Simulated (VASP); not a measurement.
AlN (wurtzite): the mBJ gap over mesh and path against the volume, with shape and ions relaxed at each volume; PBEsol's own equilibrium is at 10.458 Å³/atom. VASP (PAW), 520 eV cut-off, 9×9×5 Γ-centred mesh, Gaussian smearing of 0.050 eV, potentials Al N. mBJ is a potential without an energy functional, so only the levels count. Fit the value as a straight line in ln V.

```json
[
 {"V (Å³/atom)": "9.517", "mBJ gap over mesh and path (eV)": "6.145"},
 {"V (Å³/atom)": "9.831", "mBJ gap over mesh and path (eV)": "5.872"},
 {"V (Å³/atom)": "10.145", "mBJ gap over mesh and path (eV)": "5.604"},
 {"V (Å³/atom)": "10.458", "mBJ gap over mesh and path (eV)": "5.346"},
 {"V (Å³/atom)": "10.772", "mBJ gap over mesh and path (eV)": "5.092"},
 {"V (Å³/atom)": "11.086", "mBJ gap over mesh and path (eV)": "4.849"}
]
```

Task: Fit the rows as the text says and predict the value at 9.203.

Result: The slope against ln V is -8.50 eV, the volume deformation potential of this gap. The line misses the rows by up to 0.002 and gives 6.432 at 9.203. The run gave 6.416, -0.016 from the line.

Left out are failed runs and those whose mesh is unfit for this quantity.

The compound is AlN in the wurtzite structure.
